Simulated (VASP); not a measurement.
# IrO3 (space group Pm-3m): computed properties

The numbers are results of PBEsol GGA, VASP's PBE PAW potentials (set 64) (plane waves; VASP), not measurements.

- space group = Pm-3m (221)
- cell = a = 3.762 Å, b = 3.762 Å, c = 3.762 Å, α = 90.00°, β = 90.00°, γ = 90.00°
- volume per atom = 13.31 Å³/atom
- band gap (over mesh and band path) = none (metal, semimetal or under 0.01 eV)
- density = 7.49 g/cm³

```yaml
crystal:
  lattice:
    - [3.76187, 0.00000, 0.00000]
    - [0.00000, 3.76187, 0.00000]
    - [0.00000, 0.00000, 3.76187]
  atoms:
    - { symbol: Ir, position: [0.50000, 0.50000, 0.50000] }
    - { symbol: O, position: [0.50000, 0.50000, 0.00000] }
    - { symbol: O, position: [0.00000, 0.50000, 0.50000] }
    - { symbol: O, position: [0.50000, 0.00000, 0.50000] }
```

Unless said otherwise, spin-orbit coupling is left out, though it shifts the bands of the heavy elements here.

The structure comes from a computed database's IrO3 entry (Pm-3m); how it stands against other phases isn't given here. It was relaxed first. Symmetry was kept, so distortions that lower it aren't found. The electron count is odd and the run is not spin-polarised, which forces a metal.
